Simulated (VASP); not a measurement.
Level of theory: LDA (Ceperley-Alder, Perdew-Zunger), VASP's LDA PAW potentials (set 64) (plane waves; VASP).

VASP input:

File KPOINTS:
```
Automatic mesh
0
G
 12 12 1
0 0 0
```

### POSCAR
```
MoS2 monolayer
37.5703780
  0.0831824389   0.0000000000   0.0000000000
 -0.0415912194   0.0720380982   0.0000000000
  0.0000000000   0.0000000000   0.4999999959
Mo S
1 2
Cart
  0.0415912610   0.0240126754   0.2499999979
 -0.0000000416   0.0480254228   0.2912744293
 -0.0000000416   0.0480254228   0.2087255666
```

INCAR:
```
ALGO  =  Normal
EDIFF  =  1E-6
ENCUT  =  400
ISMEAR  =  0
LASPH  =  T
LCHARG  =  F
LMAXMIX  =  4
LORBIT  =  11
LREAL  =  F
LVHAR  =  T
LWAVE  =  F
NELM  =  100
NELMIN  =  4
PREC  =  Normal
SIGMA  =  0.05
SYSTEM  =  MoS2 monolayer
```

POTCAR, in this order: Mo_sv S (LDA.64 set). Program: vasp_std. Read from the step before: WAVECAR.

**Question.** Estimate the energy per atom (σ→0), band gap (on the k-mesh).

**Answer.** 
```yaml
energy per atom (σ→0): -8.122 eV/atom
band gap (on the k-mesh): 1.85 eV
```

OSZICAR:
```
       N       E                     dE             d eps       ncg     rms          rms(c)
DAV:   1    -0.243651043346E+02   -0.24365E+02   -0.79867E-04   659   0.250E-01    0.143E-02
DAV:   2    -0.243651011513E+02    0.31832E-05   -0.39757E-05   800   0.403E-02    0.124E-02
DAV:   3    -0.243651000319E+02    0.11194E-05   -0.42442E-06   515   0.155E-02    0.309E-03
DAV:   4    -0.243650996853E+02    0.34667E-06   -0.12412E-06   411   0.653E-03
   1 F= -.24365100E+02 E0= -.24365100E+02  d E =-.189481E-27
```

The cell is a sheet with vacuum, built from MoS2 (2H layered).
